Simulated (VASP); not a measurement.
Data:

```
Os
1.0
    1.36880    -2.37083     0.00000
    1.36880     2.37083     0.00000
    0.00000     0.00000     4.31283
Os
2
Cartesian
  1.36880   0.79028   1.07821
  1.36880  -0.79028   3.23462
```

These are r2SCAN+rVV10, VASP's PBE PAW potentials (set 64) (plane waves; VASP) values and carry that method's errors. Settings: 520 eV cut-off, 17×17×10 Γ-centred mesh, tetrahedra with Blöchl corrections, potentials Os.

Unless said otherwise, spin-orbit coupling is left out, though it shifts the bands of the heavy elements here.

### Question
What does the run give for the energy per atom (σ→0), band gap (over mesh and band path) with the smallest direct gap where there is one?

### Answer

```yaml
band gap (over mesh and band path): none (metal, semimetal or under 0.01 eV)
energy per atom (σ→0): -52.896 eV/atom
```

The absolute energy has meaning only against runs of the same code, potentials and settings.

The compound is Os in the hcp structure. It was relaxed first.
